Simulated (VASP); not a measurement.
A VASP calculation is set up with these files.

**INCAR**
```
SYSTEM  =  WSi2
PREC  =  Accurate; ENCUT  =  400; LREAL  =  .FALSE.
LASPH  =  .TRUE.
EDIFF  =  1E-6; NELM  =  100; ALGO  =  Normal
LMAXMIX  =  6
ISMEAR  =  1; SIGMA  =  0.1
GGA  =  PE
ISIF  =  2
LWAVE  =  .FALSE.; LCHARG  =  .FALSE.
```

File KPOINTS:
```
Automatic mesh
0
Gamma
12 12 12
0 0 0
```

### POSCAR
```
WSi2
1.0
 -1.5995660000   1.6183030000   3.9922270000
  1.5995660000  -1.6183030000   3.9922270000
  1.5995660000   1.6183030000  -3.9922270000
Si W
2 1
direct
  0.6650000000   0.6650000000   0.0000000000
  0.3350000000   0.3350000000   0.0000000000
  0.0000000000   0.0304320000   0.0304320000
```

POTCAR, in this order: Si W_sv (PBE.64 set). Program: vasp_std.

**Question.** Write an equivalent input for Ansatz.

**Answer.** One equivalent input (not run):
Ansatz 0.2 input:
```yaml
crystal:
  lattice:
    - [-1.5995660, 1.6183030, 3.9922270]
    - [1.5995660, -1.6183030, 3.9922270]
    - [1.5995660, 1.6183030, -3.9922270]
  atoms:
    - { symbol: Si, position: [0.6650000, 0.6650000, 0.0000000] }
    - { symbol: Si, position: [0.3350000, 0.3350000, 0.0000000] }
    - { symbol: W, position: [0.0000000, 0.0304320, 0.0304320] }
kpoints:
  mp_grid: { grid: [12, 12, 12] }
hamiltonian:
  xc: pbe
  pseudopotentials: { kind: paw }
scf:
  occupations: { method: methfessel_paxton, width: 0.1 }
  max_iter: 100
output: { forces: true, stress: true, eigenvalues: true }
```
Limits of the translation: each code has its own PAW files, so the cut-off isn't converted (ENCUT is set for VASP's; basis.ecutwfc is left out, and Ansatz then takes the one that its files recommend); Ansatz stops its SCF on the density residual and VASP on the energy change (EDIFF).

The compound is WSi2 in the MoSi2 type structure. The cell was not relaxed at this level.
